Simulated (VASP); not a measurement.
Here is the system:

```
Cu16Si
1.0
    5.13572     0.00000     0.00000
    0.00000     5.13572     0.00000
    0.00000     0.00000    19.53065
Cu Si
16 1
Cartesian
  1.28393   1.28393   7.08062
  3.85179   1.28393   7.08954
  1.28393   3.85179   7.08954
  3.85179   3.85179   7.07559
  0.00429   0.00429   8.84915
  2.56357   0.00429   8.84915
  0.00429   2.56357   8.84915
  2.56357   2.56357   8.84915
  1.28393   1.28393  10.68637
  3.85179   1.28393  10.68011
  1.28393   3.85179  10.68011
  3.85179   3.85179  10.65361
  5.09581   5.09581  12.48463
  2.60777   5.09581  12.48463
  5.09581   2.60777  12.48463
  2.60777   2.60777  12.48463
  1.28393   1.28393  13.83020
```

The numbers are results of PBE GGA, VASP's PBE PAW potentials (set 64) (plane waves; VASP 6.6.1), not measurements. Settings: PREC = Normal, 400 eV cut-off, 5×5×1 Γ-centred mesh, first-order Methfessel-Paxton smearing of 0.10 eV, potentials Cu Si.

Q: Predict the energy per atom (σ→0), band gap (on the k-mesh) with the smallest direct gap where there is one.

A: 
```
Item                                                         Value
------------------------  ----------------------------------------
band gap (on the k-mesh)  none (metal, semimetal or under 0.01 eV)
energy per atom (σ→0)                               -3.540 eV/atom
```

Only differences to runs with the same potentials and settings are physical.

The cell is a thin slab with vacuum, built from Cu (fcc): (100) face, Si adsorbed.
